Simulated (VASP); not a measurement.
An input for Quantum ESPRESSO's pw.x (written as the equivalent of a VASP run, and not itself run):

```
&CONTROL
  calculation = 'scf'
  pseudo_dir = './pseudo'
  outdir = './out'
  tprnfor = .true.
  tstress = .true.
/
&SYSTEM
  ibrav = 0
  nat = 4
  ntyp = 3
  ecutwfc = 84
  occupations = 'smearing'
  smearing = 'gaussian'
  degauss = 0.003675
  input_dft = 'pbe'
/
&ELECTRONS
  conv_thr = 7.3e-08
  electron_maxstep = 100
/
ATOMIC_SPECIES
  Al 26.982 Al.upf
  Ga 69.723 Ga.upf
  N 14.007 N.upf
CELL_PARAMETERS angstrom
     3.1715063    0.0000000    0.0000000
    -1.5857532    2.7466046    0.0000000
     0.0000000    0.0000000    5.1407133
ATOMIC_POSITIONS crystal
  Al   0.0000000  0.0000000  0.9993599
  Ga   0.6666670  0.3333330  0.4971993
  N    0.6666670  0.3333330  0.1115941
  N    0.0000000  0.0000000  0.6282367
K_POINTS automatic
  6 6 4 0 0 0
```

Question: Write the VASP files for the same calculation (PBE).

Answer: Several could match; the one computed here: 
### POSCAR
```
AlGaN2
1
    3.1715063027     0.0000000000     0.0000000000
   -1.5857531514     2.7466046348     0.0000000000
    0.0000000000     0.0000000000     5.1407132603
Al Ga N
1 1 2
Direct
  0.0000000000   0.0000000000   0.9993599386
  0.6666670000   0.3333330000   0.4971992920
  0.6666670000   0.3333330000   0.1115940794
  0.0000000000   0.0000000000   0.6282366900
```

### KPOINTS
```
Automatic
0
G
  6 6 4
0 0 0
```

**INCAR**
```
SYSTEM=AlGaN2
PREC=Accurate; ENCUT=500; LREAL=.False.
LASPH=.True.
EDIFF=1E-6; NELM=100; ALGO=Normal
LMAXMIX=4
ISMEAR=0; SIGMA=0.05
GGA=PE
LWAVE=.True.; LCHARG=.False.
```

POTCAR, in this order: Al Ga_d N (PBE.64 set). Program: vasp_std.

Limits of the translation: the potentials are each code's own (VASP's PAW set, PseudoDojo norm-conserving files in pw.x), so ENCUT and ecutwfc are chosen apart and not converted; conv_thr bounds pw.x's estimated SCF error, while EDIFF bounds the energy change between steps.

The structure comes from a computed database's AlGaN2 entry (P3m1); how it stands against other phases isn't given here. It was relaxed first.
